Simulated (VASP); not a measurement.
Output of a VASP run:

File OSZICAR:
```
       N       E                     dE             d eps       ncg     rms          rms(c)
DAV:   1     0.480778820728E+02    0.48078E+02   -0.72245E+03  6212   0.143E+03
DAV:   2    -0.550381254596E+02   -0.10312E+03   -0.10114E+03  6316   0.328E+02
DAV:   3    -0.596188277510E+02   -0.45807E+01   -0.45576E+01  7293   0.810E+01
DAV:   4    -0.597286693500E+02   -0.10984E+00   -0.10976E+00  7424   0.139E+01
DAV:   5    -0.597337661465E+02   -0.50968E-02   -0.50965E-02  8059   0.266E+00    0.102E+00
DAV:   6    -0.561564431470E+02    0.35773E+01   -0.15528E+00  7156   0.296E+01    0.719E-01
DAV:   7    -0.562516260258E+02   -0.95183E-01   -0.79609E-02  7042   0.534E+00    0.359E-01
DAV:   8    -0.562374040006E+02    0.14222E-01   -0.72174E-02  6223   0.251E+00    0.124E-01
DAV:   9    -0.562645858710E+02   -0.27182E-01   -0.22451E-02  6397   0.223E+00    0.111E-01
DAV:  10    -0.562658940020E+02   -0.13081E-02   -0.10236E-03  7033   0.382E-01    0.968E-02
DAV:  11    -0.562660869713E+02   -0.19297E-03   -0.64899E-03  6337   0.113E+00    0.205E-02
DAV:  12    -0.562671391993E+02   -0.10522E-02   -0.89016E-04  6253   0.320E-01    0.263E-02
DAV:  13    -0.562670619073E+02    0.77292E-04   -0.28633E-04  6424   0.163E-01    0.192E-02
DAV:  14    -0.562672022309E+02   -0.14032E-03   -0.16267E-04  6388   0.187E-01    0.664E-03
DAV:  15    -0.562671788618E+02    0.23369E-04   -0.38221E-05  6853   0.762E-02    0.308E-03
DAV:  16    -0.562671898440E+02   -0.10982E-04   -0.32440E-06  6484   0.132E-02    0.209E-03
DAV:  17    -0.562672006444E+02   -0.10800E-04   -0.79739E-06  6289   0.261E-02    0.785E-04
DAV:  18    -0.562672014184E+02   -0.77400E-06   -0.37275E-07  6883   0.598E-03    0.304E-04
DAV:  19    -0.562672015127E+02   -0.94328E-07   -0.57183E-08  4281   0.275E-03
   1 F= -.56267202E+02 E0= -.56267265E+02  d E =0.191910E-03
```

### OUTCAR
```
------------------------ aborting loop because EDIFF is reached ----------------------------------------
  FORCE on cell =-STRESS in cart. coord.  units (eV):
  Direction    XX          YY          ZZ          XY          YZ          ZX
  --------------------------------------------------------------------------------------
  Total        0.0487005      0.1205431      0.1205431      0.0000000     -0.0421978      0.0000000
  in kB        2.5145680      6.2240447      6.2240447      0.0000000     -2.1788160      0.0000000
  external PRESSURE =       4.9875525 kB  Pullay stress =       0.0000000 kB
  volume of cell :       31.03
      direct lattice vectors                 reciprocal lattice vectors
     0.000000000  2.444560343  2.444560343    -0.200445042  0.204535757  0.204535757
     2.494449329 -0.049888987  2.494449329     0.200445042 -0.196514747  0.196514747
     2.494449329  2.494449329 -0.049888987     0.200445042  0.196514747 -0.196514747
 POSITION                                       TOTAL-FORCE (eV/Angst)
 -----------------------------------------------------------------------------------
      0.00000      0.00000      0.00000        -0.000000     -0.000000     -0.000000
 -----------------------------------------------------------------------------------
    total drift:                               -0.000000     -0.000000     -0.000000
  FREE ENERGIE OF THE ION-ELECTRON SYSTEM (eV)
  ---------------------------------------------------
  free  energy   TOTEN  =       -56.2672015127 eV

  energy  without entropy=      -56.2673934228  energy(sigma->0) =      -56.26726548
```
(Selected blocks of OUTCAR.)

File POSCAR:
```
Pb
1
    0.0000000000     2.4445603427     2.4445603427
    2.4944493293    -0.0498889866     2.4944493293
    2.4944493293     2.4944493293    -0.0498889866
Pb
1
Direct
  0.0000000000   0.0000000000   0.0000000000
```

**Question.** Write an INCAR and KPOINTS that could have produced this output.

**Answer.** Several could match; the one computed here: the input of the run itself, r2SCAN meta-GGA, plane waves, VASP's PBE PAW potentials (set 64).

INCAR:
```
LMAXMIX=4   ! l cut-off of mixed one-centre charges
ALGO=Normal   ! blocked Davidson
LREAL=.FALSE.
ISMEAR=1   ! Methfessel-Paxton
SYSTEM=Pb
LWAVE=.FALSE.
NELM=100
LMIXTAU=.TRUE.
ISIF=2
SIGMA=0.1   ! width (eV)
METAGGA=R2SCAN
EDIFF=1E-7   ! SCF stop (eV)
LCHARG=.FALSE.
LASPH=.TRUE.
ENCUT=480
PREC=Accurate
```

File KPOINTS:
```
Automatic mesh
0
Gamma
12 12 12
0 0 0
```

POTCAR, in this order: Pb_d (PBE.64 set). Program: vasp_std.

The compound is Pb in the fcc structure. This cell was strained or had an atom moved on purpose.
